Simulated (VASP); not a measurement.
A convergence study with VASP on TiC (space group no. 225 when undisturbed): a few settings are varied, all else stays as given below, so the limit is that of these other settings. One atom is moved off its site, so that forces are finite.

```yaml
crystal:
  lattice:
    - [0.00000, 2.15850, 2.15850]
    - [2.15850, 0.00000, 2.15850]
    - [2.15850, 2.15850, 0.00000]
  atoms:
    - { symbol: Ti, position: [0.01158, 0.01158, 0.98842] }
    - { symbol: C, position: [0.50000, 0.50000, 0.50000] }
```

All values below come from PBE GGA, VASP's PBE PAW potentials (set 64) (plane waves; VASP). The last row used: 400 eV cut-off, 13×13×13 Γ-centred mesh, Fermi-Dirac smearing of 0.10 eV, potentials Ti_sv C.

| setting | E (eV/atom) | pressure (GPa) | largest force (eV/Å) | irreducible k-points |
|---|---|---|---|---|
| EDIFF = 1E-01 | -9.3466 | -19.94 | 0.493 | 196 |
| EDIFF = 1E-02 | -9.3463 | 5.37 | 0.485 | 196 |
| EDIFF = 1E-03 | -9.3459 | 0.97 | 0.483 | 196 |
| EDIFF = 1E-04 | -9.3459 | 0.97 | 0.483 | 196 |
| EDIFF = 1E-05 | -9.3459 | 1.59 | 0.483 | 196 |
| EDIFF = 1E-06 | -9.3459 | 1.66 | 0.484 | 196 |
| EDIFF = 1E-07 | -9.3459 | 1.65 | 0.483 | 196 |
| EDIFF = 1E-08 | -9.3459 | 1.65 | 0.483 | 196 |
| EDIFF = 1E-10 | -9.3459 | 1.65 | 0.483 | 196 |
| EDIFF = 1E-12 | -9.3459 | 1.65 | 0.483 | 196 |

Left out are rungs that failed or repeat a setting and relaxations that didn't move; long series are thinned to 24 rows.

The structure is a typed TiC crystal (space group no. 225). The cell was not relaxed at this level, it is distorted from the ideal structure.
